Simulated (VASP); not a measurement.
VASP ran on this input.

INCAR:
```
SYSTEM  =  InCl
PREC  =  Accurate; ENCUT  =  400; LREAL  =  .FALSE.
LASPH  =  .TRUE.
EDIFF  =  1E-6; NELM  =  100; ALGO  =  Normal
LMAXMIX  =  4; LMIXTAU  =  .TRUE.
ISMEAR  =  0; SIGMA  =  0.05
METAGGA  =  R2SCAN
IBRION  =  2; NSW  =  60; ISIF  =  3
EDIFFG  =  -0.02
LWAVE  =  .FALSE.; LCHARG  =  .FALSE.
```

**POSCAR**
```
InCl
1.0
  2.1150528419  -6.0790956472   0.0000000000
  2.1150528419   6.0790956472   0.0000000000
  0.0000000000   0.0000000000   4.3137328029
In Cl
2 2
direct
  0.3910735919   0.6089264081   0.7500000000
  0.6089264081   0.3910735919   0.2500000000
  0.8427118763   0.1572881237   0.2500000000
  0.1572881237   0.8427118763   0.7500000000
```

### KPOINTS
```
kpoints
0
gamma
5 5 5
0 0 0
```

POTCAR, in this order: In_d Cl (PBE.64 set). Program: vasp_std.

Write an equivalent input for Ansatz.

One equivalent input (not run):
Ansatz 0.2 input:
```yaml
crystal:
  lattice:
    - [2.1150528, -6.0790956, 0.0000000]
    - [2.1150528, 6.0790956, 0.0000000]
    - [0.0000000, 0.0000000, 4.3137328]
  atoms:
    - { symbol: In, position: [0.3910736, 0.6089264, 0.7500000] }
    - { symbol: In, position: [0.6089264, 0.3910736, 0.2500000] }
    - { symbol: Cl, position: [0.8427119, 0.1572881, 0.2500000] }
    - { symbol: Cl, position: [0.1572881, 0.8427119, 0.7500000] }
kpoints:
  mp_grid: { grid: [5, 5, 5] }
hamiltonian:
  xc: r2scan
  pseudopotentials: { kind: paw }
scf:
  occupations: { method: gaussian, width: 0.05 }
  max_iter: 100
relax:
  max_steps: 60
  f_tol: 0.02
  cell: {}
output: { forces: true, stress: true, eigenvalues: true }
```
The two are equivalent in intent, not identical: each code has its own PAW files, so the cut-off isn't converted (ENCUT is set for VASP's; basis.ecutwfc is left out, and Ansatz then takes the one that its files recommend); Ansatz stops its SCF on the density residual and VASP on the energy change (EDIFF).

The structure comes from a computed database's InCl entry (Cmcm); how it stands against other phases isn't given here. This run relaxes it. Symmetry was kept, so distortions that lower it aren't found. The start is the result of an earlier pass.
